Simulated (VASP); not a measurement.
Input:

```xyz
2
Lattice="0.0000 2.8795 2.8795 2.8795 0.0000 2.8795 2.8795 2.8795 0.0000" Properties=species:S:1:pos:R:3 pbc="T T T"
Ge     0.0000     0.0000     0.0000
Ge     1.4397     1.4397     1.4397
```

All values below come from PBE GGA, VASP's PBE PAW potentials (set 64) (plane waves; VASP). Settings: 520 eV cut-off, 7×7×7 Γ-centred mesh, Gaussian smearing of 0.050 eV, potentials Ge_d.

Q: Predict the energy per atom (σ→0), band gap (on the k-mesh) with the smallest direct gap where there is one.

A: 
band gap (on the k-mesh): none (metal, semimetal or under 0.01 eV)
energy per atom (σ→0): -4.508 eV/atom

Only differences to runs with the same potentials and settings are physical.

The compound is Ge in the diamond structure. It was relaxed first, which changed the volume by +5 %.
